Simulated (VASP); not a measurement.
Calculation: SCAN meta-GGA, VASP's PBE PAW potentials (set 64) (plane waves; VASP 6.6.1).

VASP input:

**INCAR**
```
# general
SYSTEM =ZrB2
PREC   =Accurate
ENCUT  =520
LREAL  =.FALSE.
LASPH  =.TRUE.

# electronic loop
EDIFF  =1E-7
NELM   =100
ALGO   =Normal
LMAXMIX=4
LMIXTAU=.TRUE.

# smearing
ISMEAR =1
SIGMA  =0.1

# functional
METAGGA=SCAN

# ions
IBRION =2
NSW    =30
ISIF   =4
EDIFFG =-0.01

# output
LWAVE  =.FALSE.
LCHARG =.FALSE.
```

**POSCAR**
```
ZrB2
1
    1.5796186876    -2.7359802886     0.0000000000
    1.5796186876     2.7359802886     0.0000000000
    0.0000000000     0.0000000000     3.5535146649
Zr B
1 2
Direct
  0.0000000000   0.0000000000   1.0000000000
  0.3333330000   0.6666670000   0.5000000000
  0.6666670000   0.3333330000   0.5000000000
```

### KPOINTS
```
Automatic mesh
0
gamma
11 11 9
```

POTCAR, in this order: Zr_sv B (PBE.64 set). Program: vasp_std.

What VASP printed:

### OUTCAR
```
 ion  position               nearest neighbor table
   1  0.000  0.000  0.000-   2 2.55   3 2.55   2 2.55   3 2.55   3 2.55   3 2.55   2 2.55   2 2.55
                             3 2.55   3 2.55   2 2.55   2 2.55
   2  0.333  0.667  0.500-   3 1.82   3 1.82   3 1.82   1 2.55   1 2.55   1 2.55   1 2.55   1 2.55
                             1 2.55
   3  0.667  0.333  0.500-   2 1.82   2 1.82   2 1.82   1 2.55   1 2.55   1 2.55   1 2.55   1 2.55
                             1 2.55
  LATTYP: Found a hexagonal cell.
 ALAT       =     3.1592377780
 C/A-ratio  =     1.1248012700
 Subroutine PRICEL returns:
 Original cell was already a primitive cell.
 Subroutine GETGRP returns: Found 24 space group operations
The static configuration has the point symmetry D_6h.
The dynamic configuration has the point symmetry D_6h.
 Subroutine INISYM returns: Found 24 space group operations
 Subroutine IBZKPT returns following result:
 Found     80 irreducible k-points:

 Following reciprocal coordinates:
            Coordinates               Weight
  0.000000  0.000000  0.000000      1.000000
  0.090909  0.000000  0.000000      6.000000
  0.181818  0.000000  0.000000      6.000000
  0.272727  0.000000  0.000000      6.000000
  0.363636 -0.000000  0.000000      6.000000
  0.454545  0.000000  0.000000      6.000000
  0.090909  0.090909  0.000000      6.000000
  0.181818  0.090909  0.000000     12.000000
  0.272727  0.090909  0.000000     12.000000
  0.363636  0.090909  0.000000     12.000000
  0.454545  0.090909  0.000000      6.000000
  0.181818  0.181818  0.000000      6.000000
  0.272727  0.181818  0.000000     12.000000
  0.363636  0.181818  0.000000     12.000000
  0.272727  0.272727  0.000000      6.000000
  0.363636  0.272727  0.000000      6.000000
  0.000000  0.000000  0.111111      2.000000
  0.090909  0.000000  0.111111     12.000000
  0.181818  0.000000  0.111111     12.000000
...
```

OSZICAR:
```
       N       E                     dE             d eps       ncg     rms          rms(c)
DAV:   1     0.876871739437E+02    0.87687E+02   -0.10229E+04  2080   0.142E+03
DAV:   2    -0.514139360400E+02   -0.13910E+03   -0.13400E+03  2453   0.348E+02
DAV:   3    -0.580160690280E+02   -0.66021E+01   -0.64768E+01  3474   0.645E+01
DAV:   4    -0.581541149783E+02   -0.13805E+00   -0.13792E+00  2671   0.903E+00
DAV:   5    -0.581582119280E+02   -0.40969E-02   -0.40968E-02  3215   0.108E+00    0.240E+01
DAV:   6    -0.479777015573E+02    0.10181E+02   -0.72874E+00  2720   0.262E+01    0.965E+00
DAV:   7    -0.485920343554E+02   -0.61433E+00   -0.32393E+00  3270   0.155E+01    0.179E+00
DAV:   8    -0.487320268979E+02   -0.13999E+00   -0.66548E-01  2483   0.827E+00    0.122E+00
DAV:   9    -0.487588241124E+02   -0.26797E-01   -0.59968E-02  2335   0.332E+00    0.878E-01
DAV:  10    -0.487591602326E+02   -0.33612E-03   -0.92273E-02  2210   0.368E+00    0.343E-01
DAV:  11    -0.487653352668E+02   -0.61750E-02   -0.47844E-02  2135   0.309E+00    0.191E-01
DAV:  12    -0.487679154316E+02   -0.25802E-02   -0.25250E-02  2255   0.183E+00    0.873E-02
DAV:  13    -0.487660391304E+02    0.18763E-02   -0.20175E-03  2485   0.504E-01    0.826E-02
DAV:  14    -0.487647011577E+02    0.13380E-02   -0.11735E-03  2160   0.422E-01    0.811E-02
DAV:  15    -0.487659813249E+02   -0.12802E-02   -0.45718E-03  2190   0.840E-01    0.362E-02
DAV:  16    -0.487656942888E+02    0.28704E-03   -0.53682E-04  2340   0.339E-01    0.401E-02
DAV:  17    -0.487658066537E+02   -0.11236E-03   -0.19629E-04  2130   0.210E-01    0.199E-02
DAV:  18    -0.487658159379E+02   -0.92842E-05   -0.11567E-03  2100   0.482E-01    0.188E-02
DAV:  19    -0.487655857260E+02    0.23021E-03   -0.58037E-04  2110   0.289E-01    0.169E-02
DAV:  20    -0.487655868187E+02   -0.10928E-05   -0.14800E-05  2425   0.429E-02    0.138E-02
DAV:  21    -0.487655927871E+02   -0.59683E-05   -0.57865E-05  2185   0.902E-02    0.317E-03
DAV:  22    -0.487655905640E+02    0.22230E-05   -0.32071E-06  2342   0.196E-02    0.262E-03
DAV:  23    -0.487655900759E+02    0.48810E-06   -0.12008E-06  2145   0.160E-02    0.129E-03
DAV:  24    -0.487655879033E+02    0.21726E-05   -0.60875E-06  2135   0.310E-02    0.821E-04
DAV:  25    -0.487655881642E+02   -0.26090E-06   -0.31838E-07  2385   0.817E-03    0.630E-04
DAV:  26    -0.487655885433E+02   -0.37911E-06   -0.13881E-08  1125   0.152E-03    0.873E-04
DAV:  27    -0.487655882581E+02    0.28523E-06   -0.36107E-08  1100   0.224E-03    0.587E-04
DAV:  28    -0.487655879854E+02    0.27269E-06   -0.85579E-08  1415   0.340E-03    0.337E-04
DAV:  29    -0.487655878306E+02    0.15481E-06   -0.46566E-09  1100   0.990E-04    0.206E-04
DAV:  30    -0.487655877030E+02    0.12755E-06   -0.43009E-09  1080   0.788E-04    0.515E-05
DAV:  31    -0.487655876924E+02    0.10638E-07   -0.11344E-09  1100   0.363E-04
   1 F= -.48765588E+02 E0= -.48765591E+02  d E =-.487656E+02
       N       E                     dE             d eps       ncg     rms          rms(c)
DAV:   1    -0.487658920353E+02   -0.30433E-03   -0.19376E-02  2220   0.142E+00    0.945E-02
DAV:   2    -0.487656749155E+02    0.21712E-03   -0.49383E-04  2355   0.195E-01    0.527E-02
DAV:   3    -0.487656970480E+02   -0.22132E-04   -0.34240E-04  2200   0.256E-01    0.149E-02
DAV:   4    -0.487657037878E+02   -0.67398E-05   -0.18733E-04  2105   0.192E-01    0.826E-03
DAV:   5    -0.487657294532E+02   -0.25665E-04   -0.11866E-04  2105   0.132E-01    0.468E-03
DAV:   6    -0.487657044671E+02    0.24986E-04   -0.37279E-05  2125   0.671E-02    0.233E-03
DAV:   7    -0.487657020692E+02    0.23980E-05   -0.50068E-06  2300   0.339E-02    0.121E-03
DAV:   8    -0.487657043699E+02   -0.23007E-05   -0.11607E-06  2290   0.142E-02    0.615E-04
DAV:   9    -0.487657024130E+02    0.19569E-05   -0.62748E-07  2140   0.111E-02    0.294E-04
DAV:  10    -0.487657023057E+02    0.10729E-06   -0.44544E-07  2125   0.855E-03    0.103E-04
DAV:  11    -0.487657029533E+02   -0.64760E-06   -0.34106E-08  1100   0.283E-03    0.435E-05
DAV:  12    -0.487657025105E+02    0.44279E-06   -0.52411E-08  1123   0.344E-03    0.272E-05
DAV:  13    -0.487657025712E+02   -0.60704E-07   -0.14396E-08  1085   0.165E-03
   2 F= -.48765703E+02 E0= -.48765716E+02  d E =-.114879E-03
```

File OUTCAR:
```
------------------------ aborting loop because EDIFF is reached ----------------------------------------
  FORCE on cell =-STRESS in cart. coord.  units (eV):
  Direction    XX          YY          ZZ          XY          YZ          ZX
  --------------------------------------------------------------------------------------
  Total       -0.0135421     -0.0135421      0.0013723      0.0000000      0.0000000     -0.0000000
  in kB       -0.7063858     -0.7063860      0.0715843      0.0000000      0.0000000     -0.0000000
  external PRESSURE =      -0.4470625 kB  Pullay stress =       0.0000000 kB
  volume of cell :       30.72
      direct lattice vectors                 reciprocal lattice vectors
     1.580900278 -2.738200069  0.000000000     0.316275484 -0.182601705  0.000000000
     1.580900278  2.738200069  0.000000000     0.316275484  0.182601705  0.000000000
     0.000000000  0.000000000  3.547755535    -0.000000000  0.000000000  0.281868350
 POSITION                                       TOTAL-FORCE (eV/Angst)
 -----------------------------------------------------------------------------------
      3.16180      0.00000      3.54776        -0.000000      0.000000     -0.000000
      1.58090      0.91274      1.77388         0.000000      0.000000     -0.000000
      1.58090     -0.91274      1.77388        -0.000000      0.000000      0.000000
 -----------------------------------------------------------------------------------
    total drift:                                0.000000      0.000000     -0.000000
  FREE ENERGIE OF THE ION-ELECTRON SYSTEM (eV)
  ---------------------------------------------------
  free  energy   TOTEN  =       -48.7657025712 eV

  energy  without entropy=      -48.7657438263  energy(sigma->0) =      -48.76571632

 reached required accuracy - stopping structural energy minimisation
```
(Selected blocks of OUTCAR.)

**CONTCAR**
```
ZrB2
   1.00000000000000
     1.5809002779595409   -2.7382000693292832    0.0000000000000000
     1.5809002779595409    2.7382000693292832    0.0000000000000000
     0.0000000000000000    0.0000000000000000    3.5477555351259960
  Zr              B
     1     2
Direct
     1.0000000000000000    1.0000000000000000    1.0000000000000000
     0.3333330000000032    0.6666669999999968    0.5000000000000000
     0.6666669999999968    0.3333330000000032    0.5000000000000000
```

The compound is ZrB2 in the AlB2 type structure. This run relaxes it. Symmetry was kept, so distortions that lower it aren't found.
